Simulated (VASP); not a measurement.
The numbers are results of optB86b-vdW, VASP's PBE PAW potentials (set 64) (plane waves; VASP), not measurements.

A VASP calculation is set up with these files.

KPOINTS:
```
k-points along high-symmetry lines
15
Line-mode
Reciprocal
  0.000000   0.000000   0.000000 ! GAMMA
 -0.500000  -0.500000   0.000000 ! X

 -0.500000  -0.500000   0.000000 ! X
 -0.375000  -0.375000   0.250000 ! U

 -0.375000   0.000000   0.375000 ! K
  0.000000   0.000000   0.000000 ! GAMMA

  0.000000   0.000000   0.000000 ! GAMMA
 -0.000000  -0.000000   0.500000 ! L

 -0.000000  -0.000000   0.500000 ! L
 -0.500000  -0.250000   0.250000 ! W

 -0.500000  -0.250000   0.250000 ! W
 -0.500000  -0.500000   0.000000 ! X
```

**POSCAR**
```
BP
2.2712850
  0.0000000000   1.0000001230   1.0000001230
  1.0000001230   0.0000000000   1.0000001230
  1.0000001230   1.0000001230   0.0000000000
B P
1 1
Cart
  0.0000000000   0.0000000000   0.0000000000
  0.5000000615   0.5000000615   0.5000000615
```

**INCAR**
```
# general
SYSTEM   = BP
PREC     = Accurate
ENCUT    = 520
LREAL    = F
LASPH    = T
ICHARG   = 11

# electronic loop
EDIFF    = 1E-7
NELM     = 100
ALGO     = Normal

# smearing
ISMEAR   = 0
SIGMA    = 0.05

# functional
GGA      = MK
LUSE_VDW = T
AGGAC    = 0.0
PARAM1   = 0.1234
PARAM2   = 1.0

# output
LWAVE    = F
LCHARG   = F
LORBIT   = 11
```

POTCAR, in this order: B P (PBE.64 set). Program: vasp_std. Read from the step before: CHGCAR.

The resulting files:

OSZICAR:
```
       N       E                     dE             d eps       ncg     rms          rms(c)
DAV:   1     0.146056249255E+02    0.14606E+02   -0.42294E+03  1440   0.900E+02
DAV:   2    -0.883658628221E+01   -0.23442E+02   -0.22266E+02  2272   0.109E+02
DAV:   3    -0.910668181468E+01   -0.27010E+00   -0.27010E+00  1808   0.152E+01
DAV:   4    -0.910734023894E+01   -0.65842E-03   -0.65842E-03  2376   0.705E-01
DAV:   5    -0.910734087196E+01   -0.63302E-06   -0.63302E-06  1800   0.130E-02
DAV:   6    -0.910734087523E+01   -0.32628E-08   -0.32626E-08  2272   0.597E-04
   1 F= -.91073409E+01 E0= -.91073409E+01  d E =-.136987E-16
```

**OUTCAR**
```
 val. band max:        7.3617864790   @ k =   0.0000   0.0000   0.0000

 cond. band min:       8.6483717625   @ k =  -0.4286  -0.4286   0.0000



 k-point     1 :       0.0000    0.0000    0.0000
  band No.  band energies     occupation
      1      -8.0340      2.00000
      2       7.3618      2.00000
      3       7.3618      2.00000
      4       7.3618      2.00000
      5      10.7959      0.00000
      6      10.7959      0.00000
      7      10.7959      0.00000
      8      14.7447      0.00000

 k-point     2 :      -0.0357   -0.0357    0.0000
  band No.  band energies     occupation
      1      -8.0034      2.00000
      2       7.2254      2.00000
      3       7.2254      2.00000
      4       7.2534      2.00000
      5      10.7323      0.00000
      6      10.9664      0.00000
      7      10.9664      0.00000
      8      14.8307      0.00000

 k-point     3 :      -0.0714   -0.0714    0.0000
  band No.  band energies     occupation
      1      -7.9117      2.00000
      2       6.8806      2.00000
      3       6.8806      2.00000
      4       6.9442      2.00000
      5      10.5592      0.00000
      6      11.4131      0.00000
      7      11.4131      0.00000
      8      15.0228      0.00000

 k-point     4 :      -0.1071   -0.1071    0.0000
  band No.  band energies     occupation
      1      -7.7591      2.00000
      2       6.4350      2.00000
      3       6.4350      2.00000
      4       6.4724      2.00000
      5      10.3143      0.00000
      6      12.0268      0.00000
      7      12.0268      0.00000
      8      15.0999      0.00000

 k-point     5 :      -0.1429   -0.1429    0.0000
  band No.  band energies     occupation
      1      -7.5464      2.00000
      2       5.8804      2.00000
      3       5.9597      2.00000
      4       5.9597      2.00000
      5      10.0338      0.00000
      6      12.7342      0.00000
      7      12.7342      0.00000
      8      14.7519      0.00000
...
```

The density is held fixed in this step, so its total energy and stress have no physical meaning.

The compound is BP in the zinc blende structure. It was relaxed first.
